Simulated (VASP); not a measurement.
Computed with r2SCAN meta-GGA, VASP's PBE PAW potentials (set 64) (plane waves; VASP).

VASP ran on this input.

**KPOINTS**
```
Automatic mesh
0
G
  10 10 10
0 0 0
```

**INCAR**
```
SYSTEM = Rb
PREC = Accurate
ENCUT = 400
EDIFF = 1E-7
NELM = 100
ALGO = Normal
LREAL = .FALSE.
LASPH = .TRUE.
ISMEAR = -5
METAGGA = R2SCAN
LMIXTAU = .TRUE.
LMAXMIX = 4
LWAVE = .FALSE.
LCHARG = .FALSE.
LORBIT = 11
NEDOS = 601
ISIF = 2
```

**KPOINTS_OPT**
```
k-points along high-symmetry lines
10
Line-mode
Reciprocal
  0.000000   0.000000   0.000000 ! GAMMA
  0.500000  -0.500000   0.500000 ! H

  0.500000  -0.500000   0.500000 ! H
  0.000000  -0.000000   0.500000 ! N

  0.000000  -0.000000   0.500000 ! N
  0.000000   0.000000   0.000000 ! GAMMA

  0.000000   0.000000   0.000000 ! GAMMA
  0.250000   0.250000   0.250000 ! P

  0.250000   0.250000   0.250000 ! P
  0.500000  -0.500000   0.500000 ! H

  0.250000   0.250000   0.250000 ! P
  0.000000  -0.000000   0.500000 ! N
```

**POSCAR**
```
Rb
1.0
 -2.8737885617   2.8737885617   2.8737885617
  2.8737885617  -2.8737885617   2.8737885617
  2.8737885617   2.8737885617  -2.8737885617
Rb
1
Direct
  0.0000000000   0.0000000000   0.0000000000
```

POTCAR, in this order: Rb_sv (PBE.64 set). Program: vasp_std.

Output

### OSZICAR
```
       N       E                     dE             d eps       ncg     rms          rms(c)
DAV:   1     0.255774320379E+02    0.25577E+02   -0.30853E+03   752   0.690E+02
DAV:   2    -0.145026884383E+02   -0.40080E+02   -0.39902E+02   800   0.139E+02
DAV:   3    -0.169527142483E+02   -0.24500E+01   -0.24485E+01  1120   0.368E+01
DAV:   4    -0.170181152869E+02   -0.65401E-01   -0.65307E-01  1232   0.489E+00
DAV:   5    -0.170184751924E+02   -0.35991E-03   -0.35954E-03  1176   0.285E-01    0.950E-01
DAV:   6    -0.145299359832E+02    0.24885E+01   -0.12309E+00   752   0.569E+00    0.769E-01
DAV:   7    -0.136197032623E+02    0.91023E+00   -0.30521E-01   752   0.542E+00    0.596E-01
DAV:   8    -0.140990342766E+02   -0.47933E+00   -0.16156E-01   752   0.461E+00    0.405E-01
DAV:   9    -0.136318684178E+02    0.46717E+00   -0.10394E-01   752   0.355E+00    0.150E-01
DAV:  10    -0.139027321686E+02   -0.27086E+00   -0.31682E-01   832   0.443E+00    0.157E-01
DAV:  11    -0.139030346241E+02   -0.30246E-03   -0.47852E-03  1232   0.590E-01    0.150E-01
DAV:  12    -0.139128619722E+02   -0.98273E-02   -0.34059E-04  1032   0.207E-01    0.138E-01
DAV:  13    -0.139105709504E+02    0.22910E-02   -0.15662E-04  1040   0.152E-01    0.143E-01
DAV:  14    -0.139326469303E+02   -0.22076E-01   -0.10591E-02   768   0.125E+00    0.205E-01
DAV:  15    -0.139361444663E+02   -0.34975E-02   -0.18725E-03   880   0.470E-01    0.195E-01
DAV:  16    -0.139200084283E+02    0.16136E-01   -0.11731E-02   752   0.161E+00    0.896E-02
DAV:  17    -0.139174731662E+02    0.25353E-02   -0.85672E-03   768   0.943E-01    0.126E-01
DAV:  18    -0.139189429207E+02   -0.14698E-02   -0.15771E-03   856   0.411E-01    0.732E-02
DAV:  19    -0.139194436093E+02   -0.50069E-03   -0.78325E-04   840   0.308E-01    0.461E-02
DAV:  20    -0.139195959506E+02   -0.15234E-03   -0.59014E-05  1200   0.100E-01    0.413E-02
DAV:  21    -0.139189423249E+02    0.65363E-03   -0.12413E-03   760   0.402E-01    0.161E-02
DAV:  22    -0.139194059619E+02   -0.46364E-03   -0.38944E-04   776   0.170E-01    0.277E-02
DAV:  23    -0.139192236281E+02    0.18233E-03   -0.15942E-04   784   0.135E-01    0.322E-02
DAV:  24    -0.139194907514E+02   -0.26712E-03   -0.20213E-04   776   0.134E-01    0.309E-02
DAV:  25    -0.139192425407E+02    0.24821E-03   -0.28064E-04   784   0.209E-01    0.285E-02
DAV:  26    -0.139191478252E+02    0.94715E-04   -0.32482E-05   848   0.517E-02    0.191E-02
DAV:  27    -0.139190742682E+02    0.73557E-04   -0.69669E-05   784   0.840E-02    0.127E-02
DAV:  28    -0.139191141704E+02   -0.39902E-04   -0.36319E-05   768   0.599E-02    0.831E-03
DAV:  29    -0.139190839690E+02    0.30201E-04   -0.16894E-05   784   0.385E-02    0.532E-03
DAV:  30    -0.139190779887E+02    0.59803E-05   -0.30000E-06  1008   0.191E-02    0.326E-03
DAV:  31    -0.139190789894E+02   -0.10007E-05   -0.16231E-06   840   0.168E-02    0.264E-03
DAV:  32    -0.139190803773E+02   -0.13879E-05   -0.49199E-07   856   0.815E-03    0.277E-03
DAV:  33    -0.139190807063E+02   -0.32894E-06   -0.11924E-07   864   0.404E-03    0.257E-03
DAV:  34    -0.139190801456E+02    0.56068E-06   -0.72439E-07   768   0.742E-03    0.149E-03
DAV:  35    -0.139190801830E+02   -0.37368E-07   -0.26362E-07   800   0.573E-03
   1 F= -.13919080E+02 E0= -.13919080E+02  d E =0.000000E+00
       N       E                     dE             ncg
       N       E                     dE             ncg
```

OUTCAR:
```
------------------------ aborting loop because EDIFF is reached ----------------------------------------
  FORCE on cell =-STRESS in cart. coord.  units (eV):
  Direction    XX          YY          ZZ          XY          YZ          ZX
  --------------------------------------------------------------------------------------
  Total       -0.0015259     -0.0015259     -0.0015259      0.0000000     -0.0000000      0.0000000
  in kB       -0.0257516     -0.0257516     -0.0257516      0.0000000     -0.0000000      0.0000000
  external PRESSURE =      -0.0257516 kB  Pullay stress =       0.0000000 kB
  volume of cell :       94.93
      direct lattice vectors                 reciprocal lattice vectors
    -2.873788562  2.873788562  2.873788562     0.000000000  0.173986356  0.173986356
     2.873788562 -2.873788562  2.873788562     0.173986356  0.000000000  0.173986356
     2.873788562  2.873788562 -2.873788562     0.173986356  0.173986356  0.000000000
 POSITION                                       TOTAL-FORCE (eV/Angst)
 -----------------------------------------------------------------------------------
      0.00000      0.00000      0.00000        -0.000000     -0.000000      0.000000
 -----------------------------------------------------------------------------------
    total drift:                                0.000000      0.000000     -0.000000
  FREE ENERGIE OF THE ION-ELECTRON SYSTEM (eV)
  ---------------------------------------------------
  free  energy   TOTEN  =       -13.9190801830 eV

  energy  without entropy=      -13.9190801830  energy(sigma->0) =      -13.91908018

 total charge

# of ion       s       p       d       tot
------------------------------------------
    1        1.960   5.389   0.004   7.353
```
(Selected blocks of OUTCAR.)

For a metal the tetrahedron method with Blöchl corrections gives inexact stress and forces.

The compound is Rb in the bcc structure. It was relaxed first, which changed the volume by +5 %.
